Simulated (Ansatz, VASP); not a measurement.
# H13C10 (amorphous poly(phenylene vinylene) with methane at 250 K): VASP beside Ansatz

Aim: how closely do two programs agree when they are given the same cell, functional and k mesh? Of the first pair: The structure shown is the start of the Ansatz relaxation below; VASP solves that cell, so the two are compared at the walk's first step.

Method: plane waves, with VASP 6.6.1 beside it; LDA, in Ansatz 0.2.0.

### 1. Starting point

The cell holds 138 atoms: 60 C and 78 H. Cell: a = 9.914 Å, b = 10.275 Å, c = 11.203 Å, α = 91.3°, β = 93.0°, γ = 87.4°. As first built, before any earlier steps moved the atoms or strained the cell (in the runner's words): 3 poly(phenylene vinylene) chains of 2 units, 6 methane placed at random, at 0.92 g/cm^3; overlaps pushed apart, then 20 ps at 800 K with MMFF94 bonds, angles, torsions, charges and radii (Halgren, J. Comput. Chem. 17, 490 (1996)) in harmonic and 12-6 forms; charges of ions scaled by 0.8. Snapshot after 30 ps at 250 K and fixed volume.

### 2. Ansatz: relaxation, LDA

Ansatz runs on its default PAW (the set named soft_2) files.

The two programs are compared at the cell with which this relaxation starts, whose forces are those of its first step.

Contents of input.yaml:

```yaml
crystal:
  lattice:
    - [9.90748, 0.23014, -0.27323]
    - [0.23014, 10.27193, -0.11466]
    - [-0.27323, -0.11466, 11.19863]
  atoms:
    - { symbol: C, position: [0.95067, 0.46452, 0.91772] }
    - { symbol: C, position: [0.96804, 0.4236, 0.04098] }
    - { symbol: C, position: [0.00182, 0.50803, 0.13214] }
    - { symbol: C, position: [0.02567, 0.46724, 0.2458] }
    - { symbol: C, position: [0.01583, 0.3389, 0.27293] }
    - { symbol: C, position: [0.9762, 0.25548, 0.18199] }
    - { symbol: C, position: [0.954, 0.29655, 0.06892] }
    - { symbol: C, position: [0.0453, 0.28808, 0.38771] }
    - { symbol: C, position: [0.11681, 0.34282, 0.47572] }
    - { symbol: C, position: [0.14234, 0.2912, 0.59086] }
    - { symbol: C, position: [0.24047, 0.34145, 0.66706] }
    - { symbol: C, position: [0.26375, 0.29764, 0.77932] }
    - { symbol: C, position: [0.18927, 0.20106, 0.82115] }
    - { symbol: C, position: [0.09253, 0.14975, 0.74447] }
    - { symbol: C, position: [0.06902, 0.19368, 0.6325] }
    - { symbol: C, position: [0.20434, 0.15364, 0.93906] }
    - { symbol: C, position: [0.28083, 0.19836, 0.02814] }
    - { symbol: C, position: [0.27845, 0.15257, 0.14873] }
    - { symbol: H, position: [0.02541, 0.41438, 0.86385] }
    - { symbol: H, position: [0.85266, 0.44094, 0.87824] }
    - { symbol: H, position: [0.96096, 0.56807, 0.90977] }
    - { symbol: H, position: [0.01016, 0.60952, 0.11353] }
    - { symbol: H, position: [0.05173, 0.5373, 0.31499] }
    - { symbol: H, position: [0.96757, 0.15442, 0.20212] }
    - { symbol: H, position: [0.9272, 0.22837, 0.99846] }
    - { symbol: H, position: [0.00901, 0.1924, 0.40049] }
    - { symbol: H, position: [0.16102, 0.43449, 0.46075] }
    - { symbol: H, position: [0.2995, 0.41832, 0.6368] }
    - { symbol: H, position: [0.341, 0.34048, 0.83634] }
    - { symbol: H, position: [0.03247, 0.07436, 0.77576] }
[... 102 atom lines left out ...]
    - { symbol: H, position: [0.18856, 0.5812, 0.86205] }
    - { symbol: C, position: [0.37724, 0.43283, 0.31419] }
    - { symbol: H, position: [0.44197, 0.38894, 0.24869] }
    - { symbol: H, position: [0.36453, 0.36538, 0.38455] }
    - { symbol: H, position: [0.27979, 0.45695, 0.27126] }
    - { symbol: H, position: [0.42174, 0.51973, 0.35087] }
kpoints:
  mp_grid: { grid: [1, 1, 1] }
hamiltonian:
  xc: lda
scf:
  occupations: { method: gaussian, width: 0.05 }
output:
  forces: true
  eigenvalues: true
  stress: true
relax:
  f_tol: 0.05
  max_steps: 70
```

Started as:

```bash
ansatz run input.yaml --threads 4 --pin off --max-ram 8192MiB --backend cpu --events-out ev --progress --plain --runs-dir out
```

Numbers of over 12 decimals in the logs are rounded to 6 here.

Log:

```text
Warning: output.stress: scf.convergence.dr2_threshold = 1e-7 eV (the SCF's general default) is looser than the 1.08e-8 eV advised for a printed stress (1e-10 eV for each atom of the cell: 138, of which 108 are counted). What an SCF threshold leaves in a stress goes as its square root, and in the free energy as the threshold itself, and one threshold admits the most on a small cell: [figures from the program's tests c [...]
Engine: ansatz 0.2.0, x86_64-unknown-linux-gnu
Pseudopotentials: kind: paw
Pseudopotential: C, paw, valence charge 4, recommended cutoff 420 eV (normal), C.paw.azcp
Pseudopotential: H, paw, valence charge 1, recommended cutoff 420 eV (normal), H.paw.azcp
Functional definition: SPW92
  exchange = slater_x
  correlation = pw_c
Crystal: 138 atoms, lattice volume = 1138.197 Å³
Basis set: ecut = 420 eV, 22299 PW (Γ)
Bands: 297, of which v1, the nominal top of the filled ones, is band 159 counted from 1 (158 counted from 0)
Symmetry: 1 space group operations
Space group: P1 (ITA 1), of the structure as read, at distance tolerance 1.0e-4 Å
k-points: 1
Non-local potential: C, projectors of the file, l = 0: 2, l = 1: 2, l = 2: 1
Non-local potential: H, projectors of the file, l = 0: 2, l = 1: 1
PAW form: soft (Blöchl's): semilocal exchange-correlation on the pseudo side does not see the compensation charge
PAW frozen core: C, regenerated for the run's functional, and the local potential with it (the file was generated under x = pbe(κ = 0.804, μ = 0.219515), c = pbe(β = 0.066725))
PAW one-centre angular grid: C, 110 points (default); XC on 64 Gauss nodes
PAW one-centre angular grid: H, 110 points (default); XC on 64 Gauss nodes
Initial density: superposition of atomic densities (neutral atoms: chi_scale 0, normalization atom), corrected by the library's trained network
Initial wavefunctions: pseudopotential atomic-orbital guess
Functional: x = slater, c = lda
SCF iter   1: F=—  HF=-15798.130901 eV  |F-HF|=—  |Δ(HF+E_count)|=         —  Δρ=9.65e-3  dr2=7.85e-1  ethr=1.77e-3  ⟨swp⟩=6.0  Hψ=1382  notcnv=0  defer=54
preconditioner: auto → Resta (q_TF=auto, 2.206 Å⁻¹)  ε∞=2.6  [insulator: Δε(μ)=2.384 eV  Ē_g=15.532 eV  σ=0.050 eV  W_gap=1.00  n_scr=208 (ndim 8)  ℏωp=19.6 eV  f_vac=0.094  D(μ)=0.00/eV (n_scr^D=0)  ε∞_Penn≈2.6]
SCF iter   2: F=—  HF=-15797.906871 eV  |F-HF|=—  |Δ(HF+E_count)|=   2.24e-1  Δρ=4.43e-3  dr2=1.47e-1  ethr=2.47e-4  ⟨swp⟩=3.0  Hψ=456  notcnv=0  defer=133
SCF iter   3: F=—  HF=-15797.859743 eV  |F-HF|=—  |Δ(HF+E_count)|=   4.71e-2  Δρ=1.05e-3  dr2=1.65e-2  ethr=4.64e-5  ⟨swp⟩=2.0  Hψ=274  notcnv=0  defer=133
SCF iter   4: F=—  HF=-15797.856984 eV  |F-HF|=—  |Δ(HF+E_count)|=   2.76e-3  Δρ=3.08e-4  dr2=1.43e-3  ethr=5.20e-6  ⟨swp⟩=2.0  Hψ=422  notcnv=0  defer=134
SCF iter   5: F=—  HF=-15797.857003 eV  |F-HF|=—  |Δ(HF+E_count)|=   1.96e-5  Δρ=1.28e-4  dr2=2.23e-4  ethr=4.49e-7  ⟨swp⟩=2.0  Hψ=316  notcnv=0  defer=134
SCF iter   6: F=-15797.857001 eV  HF=-15797.857013 eV  |F-HF|=1.20e-5  |Δ(HF+E_count)|=   9.95e-6  Δρ=4.75e-5  dr2=3.54e-5  ethr=1.97e-8  ⟨swp⟩=15.0  Hψ=2008  notcnv=0
SCF 1 converged in 6 iterations: F = -15797.857001 eV  dr2 = 3.54e-5
  greatest PAW one-centre occupation: 0.687 electrons in one spin orbital (limit 2), on the C atom at site 47 (counted from 0), in its partial waves of l = 0
relax step   1: F+E_penalty+E_count = -15797.85700118 eV  Δ(F+E_penalty+E_count) = +0.000e0 eV  max|allowed force component| = 7.685e-1 eV/Å  Δτ_max = 0.0000 Å  (6 SCF iters, dr2 threshold 6.25e-5 eV, accepted)
Initial density: handed on by an earlier stage of this run
Initial wavefunctions: those handed on with the density
iter 1 solved again at ethr=9.57e-4 eV; its pass at ethr=3.10e-3 eV (dr2=3.04e0 eV) is discarded
SCF iter   1: F=—  HF=-15800.404660 eV  |F-HF|=—  |Δ(HF+E_count)|=         —  Δρ=2.16e-2  dr2=3.07e0  ethr=9.57e-4  ⟨swp⟩=1.0  Hψ=1168  notcnv=0  defer=134
[...]
- { symbol: H, position: [0.136308, 0.066298, 0.937294] }
    - { symbol: H, position: [0.325757, 0.287412, 0.00618026] }
    - { symbol: H, position: [0.363301, 0.122935, 0.177259] }
    - { symbol: H, position: [0.221568, 0.227129, 0.199747] }
    - { symbol: H, position: [0.197738, 0.066200, 0.141436] }
    - { symbol: C, position: [0.567639, 0.888360, 0.00459312] }
    - { symbol: C, position: [0.591839, 0.832048, 0.124537] }
    - { symbol: C, position: [0.696353, 0.739926, 0.149954] }
    - { symbol: C, position: [0.705335, 0.674632, 0.256675] }
    - { symbol: C, position: [0.613527, 0.703943, 0.344794] }
    - { symbol: C, position: [0.513871, 0.801693, 0.321873] }
    - { symbol: C, position: [0.502177, 0.862637, 0.213432] }
    - { symbol: C, position: [0.618871, 0.632862, 0.454448] }
    - { symbol: C, position: [0.573996, 0.679338, 0.558770] }
    - { symbol: C, position: [0.577188, 0.603658, 0.665527] }
    - { symbol: C, position: [0.603788, 0.662147, 0.777398] }
    - { symbol: C, position: [0.616160, 0.588401, 0.878885] }
    - { symbol: C, position: [0.599062, 0.454388, 0.874565] }
    - { symbol: C, position: [0.566424, 0.397401, 0.763046] }
    - { symbol: C, position: [0.557078, 0.469767, 0.660833] }
    - { symbol: C, position: [0.618720, 0.382757, 0.984103] }
    - { symbol: C, position: [0.597038, 0.257289, 1.002092] }
    - { symbol: C, position: [0.625533, 0.195632, 0.118734] }
    - { symbol: H, position: [0.511802, 0.983560, 0.00798629] }
    - { symbol: H, position: [0.661686, 0.899237, 0.958258] }
    - { symbol: H, position: [0.504470, 0.823983, 0.946655] }
    - { symbol: H, position: [0.772379, 0.717878, 0.083776] }
    - { symbol: H, position: [0.786433, 0.599724, 0.272867] }
    - { symbol: H, position: [0.441247, 0.827165, 0.389985] }
    - { symbol: H, position: [0.417796, 0.933241, 0.194651] }
    - { symbol: H, position: [0.666751, 0.534299, 0.451576] }
    - { symbol: H, position: [0.541322, 0.782926, 0.566982] }
    - { symbol: H, position: [0.619191, 0.767019, 0.782914] }
    - { symbol: H, position: [0.640725, 0.634338, 0.965972] }
    - { symbol: H, position: [0.546437, 0.293569, 0.756460] }
    - { symbol: H, position: [0.531277, 0.423070, 0.574245] }
    - { symbol: H, position: [0.657300, 0.440400, 0.061424] }
    - { symbol: H, position: [0.555929, 0.195976, 0.928303] }
    - { symbol: H, position: [0.532158, 0.167778, 0.159653] }
    - { symbol: H, position: [0.686888, 0.103364, 0.110944] }
    - { symbol: H, position: [0.679439, 0.260985, 0.182060] }
    - { symbol: C, position: [0.190355, 0.765478, 0.518504] }
    - { symbol: C, position: [0.128821, 0.811564, 0.402616] }
    - { symbol: C, position: [0.015554, 0.896757, 0.397219] }
    - { symbol: C, position: [0.956014, 0.935356, 0.288733] }
    - { symbol: C, position: [1.008465, 0.891634, 0.180937] }
    - { symbol: C, position: [0.125079, 0.809866, 0.186730] }
[...]
- { symbol: C, position: [0.522679, 0.081319, 0.540482] }
    - { symbol: C, position: [0.426513, 0.100248, 0.437114] }
    - { symbol: H, position: [0.151049, 0.821820, 0.594966] }
[...]
- { symbol: C, position: [0.915441, 0.557536, 0.586128] }
[...]
- { symbol: C, position: [0.368915, 0.590382, 0.075745] }
[...]
- { symbol: C, position: [0.377296, 0.935433, 0.750659] }
[...]
- { symbol: C, position: [0.725289, 0.281737, 0.416918] }
[...]
- { symbol: C, position: [0.228423, 0.643519, 0.811960] }
    - { symbol: H, position: [0.221754, 0.746038, 0.842194] }
    - { symbol: H, position: [0.334941, 0.615393, 0.797555] }
    - { symbol: H, position: [0.167943, 0.632486, 0.727597] }
    - { symbol: H, position: [0.190461, 0.580823, 0.879650] }
    - { symbol: C, position: [0.387679, 0.434213, 0.322163] }
    - { symbol: H, position: [0.460287, 0.377690, 0.268378] }
    - { symbol: H, position: [0.381425, 0.389535, 0.409874] }
    - { symbol: H, position: [0.287406, 0.436118, 0.275218] }
    - { symbol: H, position: [0.422202, 0.533816, 0.335289] }
```

The column dr2 measures how far the density is from self-consistency, as an energy; F and HF (Harris–Foulkes) agree once it is small.

### 3. VASP: single point, LDA, start cell, pair 1

The same cell, functional (in two slightly different forms), mesh and smearing now go to VASP, with its own data sets.

Lines of VASP's logs that name or quote its potential files are left out, and so is its time.

Contents of INCAR:

```
SYSTEM = H13C10
PREC = Accurate
ENCUT = 520
EDIFF = 1E-06
NELM = 120
ISMEAR = 0
SIGMA = 0.05
LREAL = Auto
ALGO = Normal
GGA = PW92
NBANDS = 255
LORBIT = 11
LWAVE = .FALSE.
LCHARG = .FALSE.
ISIF = 2
LASPH = .TRUE.
GGA_COMPAT = .FALSE.
EFERMI = MIDGAP
```

Contents of POSCAR:

```
H13C10
1.0
    9.9074800000      0.2301400000     -0.2732300000
    0.2301400000     10.2719300000     -0.1146600000
   -0.2732300000     -0.1146600000     11.1986300000
C H
60 78
Direct
    0.9506699670      0.4645221161      0.9177206195
    0.9680373052      0.4236024919      0.0409842181
    0.0018153912      0.5080284781      0.1321363921
    0.0256703054      0.4672418232      0.2457968381
    0.0158344407      0.3388993550      0.2729338003
    0.9762046327      0.2554829588      0.1819885172
    0.9540046275      0.2965506275      0.0689160352
    0.0453026588      0.2880791395      0.3877089608
    0.1168090931      0.3428239610      0.4757210430
    0.1423392023      0.2912003520      0.5908562362
    0.2404728144      0.3414492363      0.6670597168
    0.2637536223      0.2976418583      0.7793179181
    0.1892702008      0.2010619765      0.8211511643
    0.0925308247      0.1497543283      0.7444707994
    0.0690231948      0.1936771169      0.6325029245
    0.2043426305      0.1536366416      0.9390566984
    0.2808322823      0.1983557384      0.0281440920
    0.2784487545      0.1525683298      0.1487301606
    0.5563011598      0.8867394398      0.0048194922
    0.5766294348      0.8278102217      0.1213513778
    0.6800833274      0.7387003602      0.1464570712
    0.6910920835      0.6763125637      0.2519034104
    0.6015546297      0.7043970949      0.3389101115
    0.5000750539      0.7960133229      0.3146729908
    0.4872903342      0.8550772582      0.2079080652
    0.6118118193      0.6377180334      0.4482589471
    0.5654365327      0.6814863809      0.5504095994
    0.5714927396      0.6080918529      0.6558545798
    0.5883279779      0.6677127441      0.7657105196
    0.6016350819      0.5969036775      0.8661528892
[... 102 atom lines left out ...]
    0.1558457035      0.6260995642      0.7126916683
    0.1885625913      0.5812000936      0.8620484255
    0.4419728725      0.3889433479      0.2486872494
    0.3645306580      0.3653840158      0.3845466493
    0.2797941545      0.4569453702      0.2712601017
    0.4217374811      0.5197340410      0.3508664932
```

Contents of KPOINTS:

```
Automatic mesh
0
Gamma
1 1 1
0 0 0
```

The projector-augmented-wave data sets are C and H (LDA family, release 64).

Started as:

```bash
export OMP_NUM_THREADS=4
mpirun -np 1 vasp_gam
```

Log:

```text
[banner, memory and clock lines left out]
running    1 mpi-ranks, on    1 nodes
[...]
Offloading initialized ...    1 GPUs detected
[...]
|                                                                             |
|               ----> ADVICE to this user running VASP <----                  |
|                                                                             |
|     You enforced a specific xc type in the INCAR file but a different       |
|     [... a line on the potential file left out ...]
|     I HOPE YOU KNOW WHAT YOU ARE DOING!                                     |
|                                                                             |

 LDA part: xc-table for (Slater(with rela. corr.)+PW92), standard interpolation
 POSCAR, INCAR and KPOINTS ok, starting setup
[...]
entering main loop
       N       E                     dE             d eps       ncg     rms          rms(c)
DAV:   1     0.180759957134E+04    0.18076E+04   -0.16667E+05   518   0.117E+03
DAV:   2    -0.766007476584E+03   -0.25736E+04   -0.24198E+04   645   0.270E+02
DAV:   3    -0.980830694859E+03   -0.21482E+03   -0.21265E+03   644   0.779E+01
DAV:   4    -0.985794243449E+03   -0.49635E+01   -0.49513E+01   644   0.137E+01
[...]
DAV:  15    -0.880072790370E+03    0.31972E-05   -0.20877E-05   612   0.111E-02    0.615E-03
DAV:  16    -0.880072788691E+03    0.16787E-05   -0.32676E-06   596   0.688E-03    0.327E-03
DAV:  17    -0.880072788209E+03    0.48229E-06   -0.18218E-06   516   0.492E-03
   1 F= -.88007279E+03 E0= -.88007279E+03  d E =0.000000E+00
```

OUTCAR, selected parts (step 3):

```text
  FREE ENERGIE OF THE ION-ELECTRON SYSTEM (eV)
  ---------------------------------------------------
  free  energy   TOTEN  =      -880.0727882089 eV

  energy  without entropy=     -880.0727882089  energy(sigma->0) =     -880.07278821
```

The run ends at a pressure of 8.73 GPa, with forces up to 0.82 eV/Å.

(Part 1 of 2 ends here.)

[Lines on the potential files, build, host, timing and source positions are cut from VASP's logs without a mark.]

[Logs are printed without paths, hosts, clocks, repeated set-up lines and the standing remarks that a program may print on its own settings, such as how far it seeks lower states.]

[Hosts, paths, dates, database ids (printed as entryN), source tags and the programs' standing remarks are cut or masked in the printed files.]

[The MMFF94 radii named for the starting cell were scaled by 0.96; in molecules described by MMFF94, hydrogen bound to N, O or S took a small fixed 12-6 site in their place.]
